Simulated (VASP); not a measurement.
Here is the system:

```yaml
crystal:
  lattice:
    - [11.56740, 0.00000, 0.00000]
    - [0.00000, 11.56740, 0.00000]
    - [0.00000, 0.00000, 11.56740]
  atoms:
    - { symbol: Ge, position: [0.50000, 0.00000, 0.00000] }
    - { symbol: Ge, position: [0.62500, 0.12500, 0.12500] }
    - { symbol: Ge, position: [0.75000, 0.25000, 0.00000] }
    - { symbol: Ge, position: [0.87500, 0.37500, 0.12500] }
    - { symbol: Ge, position: [0.75000, 0.00000, 0.25000] }
    - { symbol: Ge, position: [0.87500, 0.12500, 0.37500] }
    - { symbol: Ge, position: [0.00000, 0.00000, 0.00000] }
    - { symbol: Ge, position: [0.12500, 0.12500, 0.12500] }
    - { symbol: Ge, position: [0.25000, 0.25000, 0.00000] }
    - { symbol: Ge, position: [0.37500, 0.37500, 0.12500] }
    - { symbol: Ge, position: [0.50000, 0.50000, 0.00000] }
    - { symbol: Ge, position: [0.62500, 0.62500, 0.12500] }
    - { symbol: Ge, position: [0.75000, 0.75000, 0.00000] }
    - { symbol: Ge, position: [0.87500, 0.87500, 0.12500] }
    - { symbol: Ge, position: [0.25000, 0.00000, 0.25000] }
    - { symbol: Ge, position: [0.37500, 0.12500, 0.37500] }
    - { symbol: Ge, position: [0.50000, 0.25000, 0.25000] }
    - { symbol: Ge, position: [0.62500, 0.37500, 0.37500] }
    - { symbol: Ge, position: [0.75000, 0.50000, 0.25000] }
    - { symbol: Ge, position: [0.87500, 0.62500, 0.37500] }
    - { symbol: Ge, position: [0.50000, 0.00000, 0.50000] }
    - { symbol: Ge, position: [0.62500, 0.12500, 0.62500] }
    - { symbol: Ge, position: [0.75000, 0.25000, 0.50000] }
    - { symbol: Ge, position: [0.87500, 0.37500, 0.62500] }
    - { symbol: Ge, position: [0.75000, 0.00000, 0.75000] }
    - { symbol: Ge, position: [0.87500, 0.12500, 0.87500] }
    - { symbol: Ge, position: [0.00000, 0.50000, 0.00000] }
    - { symbol: Ge, position: [0.12500, 0.62500, 0.12500] }
    - { symbol: Ge, position: [0.25000, 0.75000, 0.00000] }
    - { symbol: Ge, position: [0.37500, 0.87500, 0.12500] }
    - { symbol: Ge, position: [0.00000, 0.25000, 0.25000] }
    - { symbol: Ge, position: [0.12500, 0.37500, 0.37500] }
    - { symbol: Ge, position: [0.25000, 0.50000, 0.25000] }
    - { symbol: Ge, position: [0.37500, 0.62500, 0.37500] }
    - { symbol: Ge, position: [0.50000, 0.75000, 0.25000] }
    - { symbol: Ge, position: [0.62500, 0.87500, 0.37500] }
    - { symbol: Ge, position: [0.00000, 0.00000, 0.50000] }
    - { symbol: Ge, position: [0.12500, 0.12500, 0.62500] }
    - { symbol: Ge, position: [0.25000, 0.25000, 0.50000] }
    - { symbol: Ge, position: [0.37500, 0.37500, 0.62500] }
    - { symbol: Ge, position: [0.50000, 0.50000, 0.50000] }
    - { symbol: Ge, position: [0.62500, 0.62500, 0.62500] }
    - { symbol: Ge, position: [0.75000, 0.75000, 0.50000] }
    - { symbol: Ge, position: [0.87500, 0.87500, 0.62500] }
    - { symbol: Ge, position: [0.25000, 0.00000, 0.75000] }
    - { symbol: Ge, position: [0.37500, 0.12500, 0.87500] }
    - { symbol: Ge, position: [0.50000, 0.25000, 0.75000] }
    - { symbol: Ge, position: [0.62500, 0.37500, 0.87500] }
    - { symbol: Ge, position: [0.75000, 0.50000, 0.75000] }
    - { symbol: Ge, position: [0.87500, 0.62500, 0.87500] }
    - { symbol: Ge, position: [0.00000, 0.75000, 0.25000] }
    - { symbol: Ge, position: [0.12500, 0.87500, 0.37500] }
    - { symbol: Ge, position: [0.00000, 0.50000, 0.50000] }
    - { symbol: Ge, position: [0.12500, 0.62500, 0.62500] }
    - { symbol: Ge, position: [0.25000, 0.75000, 0.50000] }
    - { symbol: Ge, position: [0.37500, 0.87500, 0.62500] }
    - { symbol: Ge, position: [0.00000, 0.25000, 0.75000] }
    - { symbol: Ge, position: [0.12500, 0.37500, 0.87500] }
    - { symbol: Ge, position: [0.25000, 0.50000, 0.75000] }
    - { symbol: Ge, position: [0.37500, 0.62500, 0.87500] }
    - { symbol: Ge, position: [0.50000, 0.75000, 0.75000] }
    - { symbol: Ge, position: [0.62500, 0.87500, 0.87500] }
    - { symbol: Ge, position: [0.00000, 0.75000, 0.75000] }
    - { symbol: Ge, position: [0.12500, 0.87500, 0.87500] }
```

Level of theory: PBE GGA, VASP's PBE PAW potentials (set 64) (plane waves; VASP). Numerical set-up: PREC = Normal, LREAL = Auto, 400 eV cut-off, 1×1×1 Γ-centred mesh, Gaussian smearing of 0.050 eV, potentials Ge.

The supercell is sampled at Γ alone, which is coarse: total energies, pressure and levels can be off, energies of defects by several tenths of an eV.

**Question.** What does the run give for the energy per atom (σ→0), pressure?

**Answer.** 
```yaml
energy per atom (σ→0): -4.364 eV/atom
pressure: 2.20 GPa
```

The cell is a supercell, built from Ge (diamond).
